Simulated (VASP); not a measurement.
Computed with PBE GGA, VASP's PBE PAW potentials (set 64) (plane waves; VASP).

VASP input:

### KPOINTS
```
Automatic mesh
0
Gamma
1 1 1
0 0 0
```

**INCAR**
```
SYSTEM = NaI
PREC = Accurate; ENCUT = 300; LREAL = .False.
LASPH = .True.
EDIFF = 1E-6; NELM = 100; ALGO = Normal
LMAXMIX = 4
ISMEAR = 0; SIGMA = 0.02
GGA = PE
ISIF = 2
LWAVE = .False.; LCHARG = .False.
```

### POSCAR
```
NaI
4.5769010
  0.0000000000   0.7071068393   0.7071068393
  0.7071068393   0.0000000000   0.7071068393
  0.7071068393   0.7071068393   0.0000000000
Na I
1 1
Direct
  0.0000000000   0.0000000000   0.0000000000
  0.5000000000   0.5000000000   0.5000000000
```

POTCAR, in this order: Na_pv I (PBE.64 set). Program: vasp_std.

Output

File OUTCAR:
```
 ion  position               nearest neighbor table
   1  0.000  0.000  0.000-
   2  0.500  0.500  0.500-
  LATTYP: Found a face centered cubic cell.
 ALAT       =     6.4727160000
 Subroutine PRICEL returns:
 Original cell was already a primitive cell.
 Subroutine GETGRP returns: Found 48 space group operations
The static configuration has the point symmetry O_h .
The dynamic configuration has the point symmetry O_h .
 Subroutine INISYM returns: Found 48 space group operations
 Subroutine IBZKPT returns following result:
 Found      1 irreducible k-points:

 Following reciprocal coordinates:
            Coordinates               Weight
  0.000000  0.000000  0.000000      1.000000
   k-points           NKPTS =      1   k-points in BZ     NKDIM =      1   number of bands    NBANDS=     11
   number of dos      NEDOS =    301   number of ions     NIONS =      2
   total plane-waves  NPLWV =  21952
   dimension x,y,z NGX =    28 NGY =   28 NGZ =   28
   dimension x,y,z NGXF=    56 NGYF=   56 NGZF=   56
   ions per type =               1   1
   PREC   = accura    normal or accurate (medium, high low for compatibility)
   ISTART =      0    job   : 0-new  1-cont  2-samecut
   ICHARG =      2    charge: 1-file 2-atom 10-const
   ISPIN  =      1    spin polarized calculation?
   LNONCOLLINEAR =      F non collinear calculations
   LSORBIT =      F    spin-orbit coupling
   INIWAV =      1    electr: 0-lowe 1-rand  2-diag
   ENCUT  =  300.0 eV  22.05 Ry    4.70 a.u.   6.46  6.46  6.46*2*pi/ulx,y,z
   NELM   =    100;   NELMIN=  2; NELMDL= -5     # of ELM steps
   EDIFF  = 0.1E-05   stopping-criterion for ELM
   LREAL  =      F    real-space projection
   NLSPLINE    = F    spline interpolate recip. space projectors
   LMAXMIX     =    4 max onsite mixed and CHGCAR
   VOSKOWN=      0    Vosko Wilk Nusair interpolation
   EDIFFG = 0.1E-04   stopping-criterion for IOM
   NSW    =      0    number of steps for IOM
   NBLOCK =      1;   KBLOCK =      1    inner block; outer block
...
```

File OSZICAR:
```
       N       E                     dE             d eps       ncg     rms          rms(c)
DAV:   1     0.736298964687E+02    0.73630E+02   -0.54638E+03    22   0.734E+02
DAV:   2     0.321010864351E+01   -0.70420E+02   -0.66491E+02    30   0.210E+02
DAV:   3    -0.564346921735E+00   -0.37745E+01   -0.37714E+01    28   0.492E+01
DAV:   4    -0.632983759449E+00   -0.68637E-01   -0.68627E-01    25   0.808E+00
DAV:   5    -0.635099587538E+00   -0.21158E-02   -0.21158E-02    25   0.137E+00    0.326E+00
DAV:   6    -0.520632677665E-01    0.58304E+00   -0.93240E-01    22   0.476E+00    0.217E+00
DAV:   7     0.190696201955E-01    0.71133E-01   -0.89787E-01    22   0.454E+00    0.193E+00
DAV:   8     0.609018486534E-02   -0.12979E-01   -0.93990E-03    22   0.116E+00    0.406E-01
DAV:   9     0.652168990518E-02    0.43151E-03   -0.16604E-03    22   0.312E-01    0.121E-01
DAV:  10     0.654385148800E-02    0.22162E-04   -0.11137E-04    22   0.142E-01    0.132E-02
DAV:  11     0.654566965318E-02    0.18182E-05   -0.11193E-05    28   0.406E-02    0.555E-03
DAV:  12     0.654558500105E-02   -0.84652E-07   -0.97011E-07    11   0.115E-02
   1 F= 0.65455850E-02 E0= 0.65455850E-02  d E =-.507508E-40
```

**OUTCAR**
```
------------------------ aborting loop because EDIFF is reached ----------------------------------------
  FORCE on cell =-STRESS in cart. coord.  units (eV):
  Direction    XX          YY          ZZ          XY          YZ          ZX
  --------------------------------------------------------------------------------------
  Total        8.6777782      8.6777782      8.6777782     -0.0000000      0.0000000     -0.0000000
  in kB      205.0781829    205.0781829    205.0781829     -0.0000000      0.0000000     -0.0000000
  external PRESSURE =     205.0781829 kB  Pullay stress =       0.0000000 kB
  volume of cell :       67.80
      direct lattice vectors                 reciprocal lattice vectors
     0.000000000  3.236358000  3.236358000    -0.154494651  0.154494651  0.154494651
     3.236358000  0.000000000  3.236358000     0.154494651 -0.154494651  0.154494651
     3.236358000  3.236358000  0.000000000     0.154494651  0.154494651 -0.154494651
  FREE ENERGIE OF THE ION-ELECTRON SYSTEM (eV)
  ---------------------------------------------------
  free  energy   TOTEN  =         0.0065455850 eV

  energy  without entropy=        0.0065455850  energy(sigma->0) =        0.00654559
```
(Selected blocks of OUTCAR.)

At this cut-off the stress carries a Pulay error, which pulls relaxed volumes low.

The structure comes from a computed database's NaI entry; how it stands against other phases isn't given here. The cell was not relaxed at this level. The k-mesh is coarse (spacing up to 1.68 per Å, 2π included), so the numbers may not be converged in it. The run is one of a series of settings (KPOINTS 1×1×1 Γ-centred mesh against the base run), some of them coarse on purpose.
